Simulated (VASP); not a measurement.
## Sn (relaxed from the bcc structure, space group Im-3m): computed properties

All values below come from r2SCAN meta-GGA, VASP's PBE PAW potentials (set 64) (plane waves; VASP).

| Item | Result |
|---|---|
| space group | Im-3m (229) |
| cell | a = b = c = 3.771 Å, α = β = γ = 90.00° |
| volume per atom | 26.81 Å³/atom |
| band gap (over mesh and band path) | none (metal, semimetal or under 0.01 eV) |
| density | 7.35 g/cm³ |

```
CELL_PARAMETERS angstrom
     -1.88553     1.88553     1.88553
      1.88553    -1.88553     1.88553
      1.88553     1.88553    -1.88553
ATOMIC_POSITIONS crystal
  Sn 0.00000 0.00000 0.00000
```

Unless said otherwise, spin-orbit coupling is left out, though it shifts the bands of the heavy elements here.

The structure was generated: Sn was put into the bcc type (Im-3m), which need not be its known phase. It was relaxed first. Symmetry was kept, so distortions that lower it aren't found.
